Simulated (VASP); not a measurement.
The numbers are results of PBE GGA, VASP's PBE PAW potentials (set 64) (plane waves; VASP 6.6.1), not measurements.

The input files of a VASP run:

**INCAR**
```
# general
SYSTEM  = Te2Mo
PREC    = Accurate
ENCUT   = 400   # plane-wave cut-off (eV)
LREAL   = .FALSE.
LASPH   = .TRUE.   # aspherical one-centre terms

# electronic loop
EDIFF   = 1E-5
NELM    = 100   # most electronic steps
ALGO    = Normal
LMAXMIX = 4   # l cut-off of mixed one-centre charges

# smearing
ISMEAR  = 0   # Gaussian
SIGMA   = 0.05   # width (eV)

# functional
GGA     = PE   # PBE

# ions
ISIF    = 2

# output
LWAVE   = .FALSE.
LCHARG  = .FALSE.
```

### POSCAR
```
Te2Mo
1
    0.0000000000     3.3536250000     3.3536250000
    3.3536250000     0.0000000000     3.3536250000
    3.3536250000     3.3536250000     0.0000000000
Mo Te
1 2
Direct
  0.0000000000   0.0000000000   0.0000000000
  0.2500000000   0.2500000000   0.2500000000
  0.7500000000   0.7500000000   0.7500000000
```

File KPOINTS:
```
K-points
0
Gamma
5 5 5
0 0 0
```

POTCAR, in this order: Mo_sv Te (PBE.64 set). Program: vasp_std.

Output

**OUTCAR**
```
 ion  position               nearest neighbor table
   1  0.000  0.000  0.000-   3 2.90   3 2.90   3 2.90   2 2.90   2 2.90   2 2.90   3 2.90   2 2.90
  LATTYP: Found a face centered cubic cell.
 ALAT       =     6.7072500000
 Subroutine PRICEL returns:
 Original cell was already a primitive cell.
 Subroutine GETGRP returns: Found 48 space group operations
The static configuration has the point symmetry O_h .
The dynamic configuration has the point symmetry O_h .
 Subroutine INISYM returns: Found 48 space group operations
 Subroutine IBZKPT returns following result:
 Found     10 irreducible k-points:

 Following reciprocal coordinates:
            Coordinates               Weight
  0.000000  0.000000  0.000000      1.000000
  0.200000  0.000000  0.000000      8.000000
  0.400000  0.000000  0.000000      8.000000
  0.200000  0.200000  0.000000      6.000000
  0.400000  0.200000  0.000000     24.000000
 -0.400000  0.200000  0.000000     24.000000
 -0.200000  0.200000  0.000000     12.000000
  0.400000  0.400000  0.000000      6.000000
 -0.400000  0.400000  0.000000     12.000000
 -0.400000  0.400000  0.200000     24.000000
...
```

OSZICAR:
```
       N       E                     dE             d eps       ncg     rms          rms(c)
DAV:   1     0.121524819115E+03    0.12152E+03   -0.11277E+04   412   0.114E+03
DAV:   2    -0.120674523047E+02   -0.13359E+03   -0.13226E+03   465   0.262E+02
DAV:   3    -0.166392675723E+02   -0.45718E+01   -0.45163E+01   380   0.424E+01
DAV:   4    -0.167409221943E+02   -0.10165E+00   -0.10138E+00   531   0.632E+00
DAV:   5    -0.167420143264E+02   -0.10921E-02   -0.10920E-02   412   0.579E-01    0.120E+01
DAV:   6    -0.166222488559E+02    0.11977E+00   -0.30515E+00   413   0.992E+00    0.576E+00
DAV:   7    -0.164933962704E+02    0.12885E+00   -0.13488E+00   409   0.560E+00    0.427E+00
DAV:   8    -0.164599123590E+02    0.33484E-01   -0.16819E-01   390   0.305E+00    0.758E-01
DAV:   9    -0.164604218419E+02   -0.50948E-03   -0.32285E-03   410   0.393E-01    0.469E-01
DAV:  10    -0.164607306531E+02   -0.30881E-03   -0.21576E-03   358   0.372E-01    0.655E-02
DAV:  11    -0.164607068481E+02    0.23805E-04   -0.13237E-04   384   0.943E-02    0.161E-02
DAV:  12    -0.164607312449E+02   -0.24397E-04   -0.43753E-05   358   0.416E-02    0.986E-03
DAV:  13    -0.164607330085E+02   -0.17636E-05   -0.25936E-06   186   0.856E-03
   1 F= -.16460733E+02 E0= -.16456880E+02  d E =-.770536E-02
```

OUTCAR:
```
------------------------ aborting loop because EDIFF is reached ----------------------------------------
  FORCE on cell =-STRESS in cart. coord.  units (eV):
  Direction    XX          YY          ZZ          XY          YZ          ZX
  --------------------------------------------------------------------------------------
  Total       -1.3781113     -1.3781113     -1.3781113     -0.0000000     -0.0000000      0.0000000
  in kB      -29.2699109    -29.2699109    -29.2699109     -0.0000000     -0.0000000      0.0000000
  external PRESSURE =     -29.2699109 kB  Pullay stress =       0.0000000 kB
  volume of cell :       75.44
      direct lattice vectors                 reciprocal lattice vectors
     0.000000000  3.353625000  3.353625000    -0.149092400  0.149092400  0.149092400
     3.353625000  0.000000000  3.353625000     0.149092400 -0.149092400  0.149092400
     3.353625000  3.353625000  0.000000000     0.149092400  0.149092400 -0.149092400
 POSITION                                       TOTAL-FORCE (eV/Angst)
 -----------------------------------------------------------------------------------
      0.00000      0.00000      0.00000         0.000000      0.000000      0.000000
      1.67681      1.67681      1.67681        -0.000000     -0.000000     -0.000000
      5.03044      5.03044      5.03044         0.000000      0.000000      0.000000
 -----------------------------------------------------------------------------------
    total drift:                                0.000000     -0.000000      0.000000
  FREE ENERGIE OF THE ION-ELECTRON SYSTEM (eV)
  ---------------------------------------------------
  free  energy   TOTEN  =       -16.4607330085 eV

  energy  without entropy=      -16.4530276436  energy(sigma->0) =      -16.45688033
```
(Selected blocks of OUTCAR.)

The structure was generated: Te2Mo was put into the fluorite type (Fm-3m), which need not be its known phase. The cell was not relaxed at this level. The k-mesh is coarse (spacing up to 0.32 per Å, 2π included), so the numbers may not be converged in it. The run is one of a series of settings (EDIFF = 1E-5 against the base run), some of them coarse on purpose.
